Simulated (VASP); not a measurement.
Consider the following.

```yaml
crystal:
  lattice:
    - [5.44395, 0.00000, 0.00000]
    - [-2.72198, 4.71460, 0.00000]
    - [0.00000, 0.00000, 4.40197]
  atoms:
    - { symbol: Pt, position: [0.50000, 0.00000, 0.50000] }
    - { symbol: Pt, position: [0.50000, 0.50000, 0.50000] }
    - { symbol: Pt, position: [0.00000, 0.50000, 0.50000] }
    - { symbol: Pt, position: [0.33333, 0.66667, 0.00000] }
    - { symbol: Pt, position: [0.66667, 0.33333, 0.00000] }
    - { symbol: Sr, position: [0.00000, 0.00000, 0.00000] }
```

Calculation: LDA (Ceperley-Alder, Perdew-Zunger), VASP's LDA PAW potentials (set 64) (plane waves; VASP 6.6.1). Settings: 300 eV cut-off, 5×5×5 Γ-centred mesh, Gaussian smearing of 0.10 eV, potentials Pt Sr_sv.

**Question.** Give the energies of bands 21 to 34 at the high-symmetry points, in eV from the Fermi level.

**Answer.** 
```
band      Γ      M      K      A      L      H
----  -----  -----  -----  -----  -----  -----
21    -2.09  -1.91  -2.04  -2.34  -2.69  -2.26
22    -2.09  -1.70  -1.82  -2.34  -2.26  -2.10
23    -1.38  -1.65  -1.82  -1.46  -2.23  -1.93
24    -1.33  -1.60  -1.67  -1.25  -1.48  -1.93
25    -1.33  -1.54  -1.64  -1.25  -1.37  -1.67
26    -0.88  -1.51  -1.38  -0.49  -1.23  -1.09
27    -0.88  -1.30  -1.38  -0.49  -1.18  -1.04
28     0.65  -1.24  -1.04  -0.46  -0.70  -1.04
29     0.65  -1.22  -0.89   0.65  -0.60  -0.93
30     0.72  -0.88  -0.89   0.65  -0.34  -0.23
31     0.87   0.65  -0.30   0.72  -0.07  -0.23
32     1.47   0.99   0.63   0.79   0.63   0.84
33     2.90   2.43   3.42   1.31   1.01   0.84
34     2.90   3.61   4.05   1.31   3.00   1.68
```

It has no gap at this level: it comes out as a metal or semimetal.

The structure comes from a measured SrPt5 entry (P6/mmm) of the Crystallography Open Database, whose conditions weren't checked. The cell was not relaxed at this level.
